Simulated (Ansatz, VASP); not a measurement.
# B7P7C48 (graphene/h-BP/graphene sandwich): VASP beside Ansatz, part 2 of 3

Wanted: the spread between two codes on one cell, functional and k mesh. Of the first pair: The structure shown is the start of the Ansatz relaxation below; VASP solves that cell, so the two are compared at the walk's first step.

VASP 6.6.1 and Ansatz 0.2.0.

So far: Set-up; Ansatz: relaxation, PBE with D3(BJ).

## (3) VASP: single point, PBE with D3(BJ), start cell, pair 1

Level of this step: PBE with D3(BJ); plane waves and PAW (C, B, P) (VASP).

The same cell, functional, mesh and smearing now go to VASP, with its own data sets.

Lines of VASP's logs that name or quote its potential files are left out, and so is its time.

Input file INCAR:

```
SYSTEM = B7P7C48
PREC = Accurate
ENCUT = 520
EDIFF = 1E-06
NELM = 120
ISMEAR = 0
SIGMA = 0.05
LREAL = Auto
ALGO = Normal
GGA = PE
IVDW = 12
NBANDS = 168
LORBIT = 11
LWAVE = .FALSE.
LCHARG = .FALSE.
ISIF = 2
LASPH = .TRUE.
GGA_COMPAT = .FALSE.
KPAR = 4
```

Input file POSCAR:

```
B7P7C48
1.0
    8.5073000000      0.0000000000      0.0000000000
   -4.2536500000      7.3675400000      0.0000000000
    0.0000000000      0.0000000000     20.9100000000
C B P
48 7 7
Direct
    0.1652914976      0.6686220910      0.3350597800
    0.1659511138      0.4999226336      0.3343376375
    0.3327865815      0.9987458500      0.3346724055
    0.3312762757      0.8329238796      0.3350693448
    0.1684175997      0.1681565353      0.3342993783
    0.1657401203      0.9990716033      0.3337780966
    0.3342768787      0.4992168349      0.3345098039
    0.3349576375      0.3326754928      0.3348110952
    0.4997801173      0.8345254997      0.3343711143
    0.4980475093      0.6666132793      0.3349497848
    0.5011564356      0.3324176048      0.3342180775
    0.5002973405      0.1658762626      0.3347919656
    0.6674634686      0.6676176851      0.3351315160
    0.6678412004      0.4983074405      0.3352319464
    0.8338430043      0.9996009523      0.3351315160
    0.8324281971      0.8340640159      0.3347584888
    0.6664681485      0.1657269591      0.3348397896
    0.6672620074      0.0006107873      0.3343711143
    0.8324507942      0.5015242537      0.3349306552
    0.8335061084      0.3343449781      0.3349689144
    0.9993650995      0.8333310712      0.3345193687
    0.0016158776      0.6664504027      0.3343615495
    0.9988467851      0.3327705041      0.3346197991
    0.9987075141      0.1664463308      0.3347106648
    0.7009575753      0.6083848883      0.6658201817
    0.7006730901      0.4405948254      0.6647106648
    0.8660482627      0.9418340450      0.6646389287
    0.8632867043      0.7740032630      0.6653275945
    0.7009946510      0.1083943894      0.6645624103
    0.6979454439      0.9414811457      0.6664801530
    0.8670826620      0.4418164000      0.6650789096
    0.8645098908      0.2734698420      0.6650980392
    0.0301120988      0.7724830812      0.6657197513
    0.0330721211      0.6089956756      0.6654423721
    0.0318837932      0.2734698420      0.6648110952
    0.0322694252      0.1096295371      0.6648110952
    0.2017209159      0.6113573866      0.6662123386
    0.1993720304      0.4408255673      0.6654997609
    0.3673259785      0.9432727885      0.6651506456
    0.3665277359      0.7774643911      0.6651889048
    0.2003101559      0.1083536703      0.6649880440
    0.1992049753      0.9426484281      0.6646676231
    0.3661357023      0.4423321760      0.6650215208
    0.3678947010      0.2745149670      0.6657101865
    0.5308039025      0.7739489708      0.6648493544
    0.5340001219      0.6110044873      0.6648684840
    0.5318064485      0.2745964053      0.6656910569
    0.5357179417      0.1093445030      0.6655188905
    0.7768375639      0.5983544032      0.5010186514
    0.9215739069      0.0299285786      0.5014921090
    0.0650999209      0.4576832973      0.5013821138
    0.2038961963      0.8845829137      0.5019177427
    0.3478344874      0.3134560518      0.5023577236
    0.4918356888      0.7425137834      0.5021090387
    0.6364257473      0.1733957332      0.5011716882
    0.8285572951      0.4122542938      0.5014108082
    0.9661128022      0.8349326912      0.5017312291
    0.1096016948      0.2662218325      0.5016116691
    0.2535249033      0.6970983530      0.5023912004
    0.3964695687      0.1237726568      0.5005404113
    0.5402112289      0.5539569517      0.5018412243
    0.6832291671      0.9831639869      0.5020181731
```

Input file KPOINTS:

```
Automatic mesh
0
Gamma
3 3 1
0 0 0
```

PAW data sets: C, B and P (PBE family, release 64).

Started as:

```console
$ mpirun -np 8 vasp_std
```

Numbers of over 12 decimals in the logs are rounded to 6 here.

What it wrote:

```text
[banner, memory and clock lines left out]
running    8 mpi-ranks, on    1 nodes
[...]
|                                                                             |
|           W    W    AA    RRRRR   N    N  II  N    N   GGGG   !!!           |
|           W    W   A  A   R    R  NN   N  II  NN   N  G    G  !!!           |
|           W    W  A    A  R    R  N N  N  II  N N  N  G       !!!           |
|           W WW W  AAAAAA  RRRRR   N  N N  II  N  N N  G  GGG   !            |
|           WW  WW  A    A  R   R   N   NN  II  N   NN  G    G                |
|           W    W  A    A  R    R  N    N  II  N    N   GGGG   !!!           |
|                                                                             |
|     For optimal performance we recommend to set                             |
|       NCORE = 2 up to number-of-cores-per-socket                            |
|     NCORE specifies how many cores store one orbital (NPAR=cpu/NCORE).      |
|     This setting can greatly improve the performance of VASP for DFT.       |
|     The default, NCORE=1 might be grossly inefficient on modern             |
|     multi-core architectures or massively parallel machines. Do your        |
|     Unfortunately you need to use the default for GW and RPA                |
|     calculations (for HF NCORE is supported but not extensively tested      |
|     yet).                                                                   |
|                                                                             |

 LDA part: xc-table for (Slater+PW92), standard interpolation
 POSCAR, INCAR and KPOINTS ok, starting setup
[...]
entering main loop
       N       E                     dE             d eps       ncg     rms          rms(c)
DAV:   1     0.177519780960E+04    0.17752E+04   -0.10664E+05  1696   0.123E+03
DAV:   2    -0.310372518497E+03   -0.20856E+04   -0.19993E+04  2360   0.289E+02
DAV:   3    -0.554891408891E+03   -0.24452E+03   -0.24198E+03  1960   0.101E+02
DAV:   4    -0.563074496654E+03   -0.81831E+01   -0.81571E+01  2144   0.212E+01
[...]
DAV:  23    -0.526530187650E+03   -0.12877E-04   -0.33111E-07  1224   0.939E-04    0.232E-04
DAV:  24    -0.526530192339E+03   -0.46889E-05   -0.20491E-07  1136   0.595E-04    0.111E-04
DAV:  25    -0.526530193220E+03   -0.88142E-06   -0.42010E-08  1160   0.317E-04
   1 F= -.53555526E+03 E0= -.53554862E+03  d E =-.132819E-01
```

Parts of OUTCAR (step 3):

```text
 Edisp (eV)   -9.02506

  Total      11.61813    11.50548     3.16657    -0.98624     0.00595     0.01970
  in kB      14.20295    14.06524     3.87108    -1.20565     0.00727     0.02409
  external pressure =       10.71 kB  Pullay stress =        0.00 kB

 POSITION                                       TOTAL-FORCE (eV/Angst)
 -----------------------------------------------------------------------------------
     -1.43790      4.92610      7.00610         1.421613     -1.056287     -0.158913
     -0.71470      3.68320      6.99100         0.339946     -0.067820      0.111727
     -1.41720      7.35830      6.99800        -0.383785      0.461706     -0.080034
     -0.72470      6.13660      7.00630         0.648392      0.315554     -0.107736
      0.71750      1.23890      6.99020        -0.647816     -0.577468      0.018254
     -2.83970      7.36070      6.97930         0.127465      0.325362      0.193345
      0.72030      3.67800      6.99460        -0.998387      0.085431      0.098301
      1.43450      2.45100      7.00090        -0.335569      0.228277     -0.142482
      0.70200      6.14840      6.99170        -0.057130     -0.346611      0.104659
      1.40150      4.91130      7.00380         1.087343      0.315747     -0.084255
      2.84950      2.44910      6.98850         0.077688     -0.000564      0.232251
      3.55060      1.22210      7.00050        -0.079648     -0.232231     -0.130500
      2.83850      4.91870      7.00760        -0.571785     -0.563393     -0.025432
      3.56190      3.67130      7.00970        -1.338011      0.941647     -0.146467
[...]
-----------------------------------------------------------------------------------
    total drift:                               -0.014768      0.021982      0.010464

  FREE ENERGIE OF THE ION-ELECTRON SYSTEM (eV)
  ---------------------------------------------------
  free  energy   TOTEN  =      -535.5552562891 eV

  energy  without entropy=     -535.5419743670  energy(sigma->0) =     -535.54861533

[... 2 further parts left out ...]
```

## (4) Comparison

Known differences besides the potentials themselves: the cutoff is 420 eV in Ansatz and 520 eV in VASP (PREC = Accurate, projectors in real space). Total energies have different zeros and are not compared.

Forces on 10 of the 62 atoms, those with the largest forces and the largest differences (eV/Å; atoms numbered as in POSCAR):

```
atom          Ansatz x, y, z            VASP x, y, z
  C1   1.419, -1.053, -0.162   1.422, -1.056, -0.159
 C14   -1.329, 0.941, -0.144   -1.338, 0.942, -0.146
 C19   1.516, -0.669, -0.041   1.514, -0.669, -0.041
 C22    -1.816, 0.514, 0.168    -1.821, 0.507, 0.167
 C25  -0.795, -0.351, -0.201  -0.801, -0.360, -0.203
 C34    0.159, -0.103, 0.129    0.167, -0.110, 0.128
 C36   0.685, -0.741, -0.037   0.696, -0.740, -0.033
 C44   -1.224, 0.207, -0.131   -1.224, 0.214, -0.131
 C47   1.433, -0.097, -0.117   1.427, -0.095, -0.118
 C48  -1.219, -0.059, -0.130  -1.222, -0.055, -0.130
```

The forces differ by 3.0 meV/Å r.m.s., which is 0.6 % of the r.m.s. force of 0.486 eV/Å (both taken over all components). Where the cell holds vacuum, a pressure given here is an average over it and none of the material.

## (5) Ansatz: relaxation, PBE with D3(BJ)

This run makes the geometry at which the two programs are then compared.

The structure compared here is the end of the Ansatz relaxation.

This is the run of step 2 again, met here at its other cell.

## (6) VASP: single point, PBE with D3(BJ), relaxed atoms in a fixed cell, pair 2

The same cell, functional, mesh and smearing now go to VASP, with its own data sets.

INCAR is that of step 3.

Input file POSCAR:

```
B7P7C48
1.0
    8.5073000000      0.0000000000      0.0000000000
   -4.2536500000      7.3675400000      0.0000000000
    0.0000000000      0.0000000000     20.9100000000
C B P
48 7 7
Direct
    0.1666400000      0.6668300000      0.3288800000
    0.1665300000      0.4999300000      0.3291100000
    0.3332400000      0.0000500000      0.3286400000
    0.3332100000      0.8333800000      0.3286300000
    0.1665500000      0.1667700000      0.3291100000
    0.1665800000      0.9999600000      0.3289300000
    0.3332000000      0.5000400000      0.3294200000
    0.3331700000      0.3333400000      0.3294100000
    0.5000200000      0.8334800000      0.3285000000
    0.4999400000      0.6667900000      0.3290500000
    0.4999800000      0.3333800000      0.3291100000
    0.4999800000      0.1667500000      0.3285100000
    0.6666300000      0.6668000000      0.3290000000
    0.6666100000      0.5000000000      0.3290300000
    0.8331900000      0.0000000000      0.3283300000
    0.8331900000      0.8333600000      0.3287100000
    0.6665900000      0.1667800000      0.3281100000
    0.6665600000      0.9999900000      0.3280500000
    0.8332300000      0.5000100000      0.3287200000
    0.8331700000      0.3333500000      0.3283400000
    0.9999600000      0.8333900000      0.3288200000
    0.9999600000      0.6667300000      0.3288800000
    0.9999600000      0.3334000000      0.3286800000
    0.9999400000      0.1667100000      0.3286600000
    0.6993800000      0.6085900000      0.6722600000
    0.6993800000      0.4419300000      0.6718500000
    0.8658900000      0.9418700000      0.6722400000
    0.8659000000      0.7751100000      0.6722000000
    0.6994100000      0.1085400000      0.6720700000
    0.6994100000      0.9418900000      0.6724900000
    0.8658900000      0.4418700000      0.6718500000
    0.8658800000      0.2751000000      0.6718500000
    0.0325600000      0.7750700000      0.6717500000
    0.0326000000      0.6085700000      0.6717900000
    0.0325900000      0.2751100000      0.6717700000
    0.0325400000      0.1085400000      0.6717000000
    0.1994000000      0.6085900000      0.6719300000
    0.1993600000      0.4418900000      0.6718000000
    0.3659000000      0.9418500000      0.6716300000
    0.3659300000      0.7750700000      0.6721200000
    0.1993800000      0.1085500000      0.6712700000
    0.1994200000      0.9418800000      0.6713900000
    0.3659400000      0.4419500000      0.6718400000
    0.3659100000      0.2750900000      0.6713700000
    0.5326100000      0.7750600000      0.6725300000
    0.5325900000      0.6086100000      0.6724000000
    0.5325800000      0.2750700000      0.6714900000
    0.5326000000      0.1086000000      0.6716500000
    0.7781000000      0.6001800000      0.5004200000
    0.9210800000      0.0288200000      0.5004300000
    0.0639100000      0.4573300000      0.5002600000
    0.2067600000      0.8859700000      0.5005700000
    0.3495800000      0.3144600000      0.5003600000
    0.4924400000      0.7430100000      0.5003400000
    0.6352300000      0.1716000000      0.5003700000
    0.8257800000      0.4097400000      0.5005500000
    0.9686600000      0.8383100000      0.5002200000
    0.1115400000      0.2669300000      0.5004600000
    0.2543100000      0.6954100000      0.5003900000
    0.3971300000      0.1239600000      0.5003100000
    0.5400700000      0.5525200000      0.5003400000
    0.6829400000      0.9811600000      0.5004200000
```

KPOINTS is that of step 3.

Started as:

```console
$ mpirun -np 8 vasp_std
```

What it wrote:

```text
[banner, memory and clock lines left out]
running    8 mpi-ranks, on    1 nodes
[...]
[... a notice as in an earlier step ...]

 LDA part: xc-table for (Slater+PW92), standard interpolation
 POSCAR, INCAR and KPOINTS ok, starting setup
[...]
entering main loop
       N       E                     dE             d eps       ncg     rms          rms(c)
DAV:   1     0.177728378409E+04    0.17773E+04   -0.10648E+05  1680   0.123E+03
DAV:   2    -0.309535711027E+03   -0.20868E+04   -0.19979E+04  2376   0.288E+02
DAV:   3    -0.555809125059E+03   -0.24627E+03   -0.24378E+03  2000   0.101E+02
DAV:   4    -0.563957900994E+03   -0.81488E+01   -0.81229E+01  2136   0.209E+01
[...]
DAV:  24    -0.527195583196E+03   -0.44069E-05   -0.50430E-07  1144   0.106E-03    0.435E-04
DAV:  25    -0.527195584440E+03   -0.12437E-05   -0.16746E-07  1176   0.588E-04    0.123E-04
DAV:  26    -0.527195584540E+03   -0.10048E-06   -0.17540E-08  1248   0.290E-04
   1 F= -.53593743E+03 E0= -.53592584E+03  d E =-.231807E-01
```

Parts of OUTCAR (step 6):

```text
 Edisp (eV)   -8.74184

  Total      11.35349    11.35298    -0.54247    -0.08335    -0.01271    -0.00209
  in kB      13.87943    13.87880    -0.66316    -0.10189    -0.01554    -0.00256
  external pressure =        9.03 kB  Pullay stress =        0.00 kB

 POSITION                                       TOTAL-FORCE (eV/Angst)
 -----------------------------------------------------------------------------------
     -1.41880      4.91290      6.87688         0.001548     -0.013233      0.003287
     -0.70981      3.68325      6.88169        -0.013084      0.019389      0.000836
      2.83476      0.00037      6.87186        -0.005201     -0.008098     -0.000094
     -0.71019      6.13996      6.87165        -0.002788      0.004676     -0.000417
      0.70751      1.22868      6.88169        -0.000814     -0.018782      0.001891
     -2.83633      7.36725      6.87793         0.000619      0.013634     -0.000001
      0.70764      3.68406      6.88817         0.013822      0.000604     -0.002807
      1.41647      2.45590      6.88796         0.016020      0.014450      0.006035
      0.70849      6.14070      6.86893        -0.004671     -0.012303     -0.000382
      1.41685      4.91260      6.88044         0.004931     -0.004664      0.003432
      2.83540      2.45619      6.88169        -0.005858     -0.005886     -0.002434
      3.54418      1.22854      6.86914        -0.000218      0.004600      0.001720
      2.83489      4.91268      6.87939        -0.008190     -0.023070     -0.000003
      3.54423      3.68377      6.88002        -0.016634      0.015614      0.001504
[...]
-----------------------------------------------------------------------------------
    total drift:                                0.015534      0.018164     -0.030656

  FREE ENERGIE OF THE ION-ELECTRON SYSTEM (eV)
  ---------------------------------------------------
  free  energy   TOTEN  =      -535.9374273130 eV

  energy  without entropy=     -535.9142465994  energy(sigma->0) =     -535.92583696

[... 2 parts as in an earlier step ...]
```

## (7) Comparison

The largest component of a force difference here is 7 meV/Å. Where the cell holds vacuum, a pressure given here is an average over it and none of the material.

[end of part 2 of 3]

[Lines on the potential files, build, host, timing and source positions are cut from VASP's logs without a mark.]

[Logs are printed without paths, hosts, clocks, repeated set-up lines and the standing remarks that a program may print on its own settings, such as how far it seeks lower states.]

[Hosts, paths, dates, database ids (printed as entryN), source tags and the programs' standing remarks are cut or masked in the printed files.]
